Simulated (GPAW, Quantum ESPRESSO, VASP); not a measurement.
# Code comparison for Rb₂ZnF₄ (P1, 7 atoms in the cell)

Self-consistent single point.

```
Rb2ZnF4
1.0
   -2.06141     2.06141     6.84127
    2.06141    -2.06141     6.84127
    2.06141     2.06141    -6.84127
Rb Zn F
2 1 4
Direct
  0.34352   0.36052   0.99818
  0.64329   0.64625   0.99339
  0.99802   0.99519   0.99702
  0.15429   0.14865   0.00652
  0.85266   0.84699   0.99677
  0.50617   0.99999   0.50361
  0.00205   0.50240   0.50450
```

Shared settings, as Quantum ESPRESSO writes them: occupations = fixed; K_POINTS = automatic 3 3 4 0 0 0. Potentials and cutoffs stand in the table.

```
code                                                                        model  pressure (GPa)  largest force (eV/Å)  gap on the mesh (eV)  cutoff
----------------  ---------------------------------------------------------------  --------------  --------------------  --------------------  ------
Quantum ESPRESSO            LDA (PZ)+U, GBRV 1.5 ultrasoft (LDA) pseudopotentials           -3.98                 0.325                 4.510   50 Ry
VASP                               LDA (PZ)+U, VASP's LDA PAW potentials (set 64)          -11.00                 0.455                 4.700  400 eV
GPAW              LDA (Perdew-Wang 92)+U, GPAW PAW datasets LDA (gpaw-data 1.0.1)               –                 0.417                 4.627  900 eV
```

Size of the force on each atom (eV/Å): Sizes of forces hide their directions.

```
code                Rb1    Rb2    Zn3     F4     F5     F6     F7
----------------  -----  -----  -----  -----  -----  -----  -----
Quantum ESPRESSO  0.170  0.217  0.325  0.257  0.165  0.148  0.151
VASP              0.166  0.210  0.295  0.455  0.394  0.136  0.128
GPAW              0.167  0.212  0.289  0.417  0.358  0.133  0.127
```

Hubbard term: atomic; U Zn-3d 3 eV.

A dash marks a value that a program does not give, or that is left out as unsure.

Gaps are read on the mesh.

On Quantum ESPRESSO's run: spin polarisation is off. The U value is a test value.

The spread over the programs that give each value: pressure within 7.02 GPa; largest force within 0.130 eV/Å; gap on the mesh within 0.190 eV.

The pressure of GPAW is left out: its cutoff lies under the one at which its stress was checked. The same U acts on different projectors in each program, which moves gaps, moments and pressures. In the force vectors, Quantum ESPRESSO (by 0.197) lies more than 0.08 eV/Å from the median of the plane-wave programs.

VASP's run is marked for a possible Pulay error in its stress at this cutoff; no cutoff test was made.

VASP ran the fixed occupations as a Gaussian smearing of 0.01 eV.

The starting cell comes from a database of computed structures (which also holds hypothetical and non-ambient phases and stackings), without a prior relaxation at this level. Its atoms were displaced at random from the sites of space group no. 139.

Left out of this page: Ansatz and SIESTA (not drawn, or without a comparable value).
